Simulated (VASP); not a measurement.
```xyz
3
Lattice="3.5982 -2.0296 0.0017 3.5982 2.0296 0.0017 -0.1218 0.0000 5.4062" Properties=species:S:1:pos:R:3 pbc="T T T"
Te     3.5373    -0.8909     2.7048
Se     2.5923     1.4603     4.5287
Se     4.4823     1.4603     0.8810
```

These are PBEsol GGA, VASP's PBE PAW potentials (set 64) (plane waves; VASP) values and carry that method's errors. Numerical set-up: 530 eV cut-off, 6×6×4 Γ-centred mesh, Gaussian smearing of 0.050 eV, potentials Te Se.

Without a dispersion term in the relaxation, distances and binding between the weakly bound layers, chains or molecules are unreliable, and so is what depends on them.

Question: Give the elastic stiffness tensor with the ions relaxed (GPa, in the frame of the cell).

Answer: 
```
      xx     yy    zz     yz     xz     xy
--  ----  -----  ----  -----  -----  -----
xx  42.3   15.1  34.7    0.0   14.0    0.0
yy  15.1   49.4  30.4    0.0  -12.5    0.0
zz  34.7   30.4  95.8    0.0    6.7    0.0
yz   0.0    0.0   0.0   41.0    0.0  -16.7
xz  14.0  -12.5   6.7    0.0   40.2    0.0
xy   0.0    0.0   0.0  -16.7    0.0   18.1
```

Question: What does the run give for the Hill bulk modulus, Hill shear modulus, Young's modulus, Poisson's ratio?

Answer: 
| Item | Result |
|---|---|
| Hill bulk modulus | 34.3 GPa |
| Hill shear modulus | 21.3 GPa |
| Young's modulus | 53.0 GPa |
| Poisson's ratio | 0.242 |

The structure comes from a computed database's TeSe2 entry (C2); how it stands against other phases isn't given here. It was relaxed first, which changed the volume by -15 %.
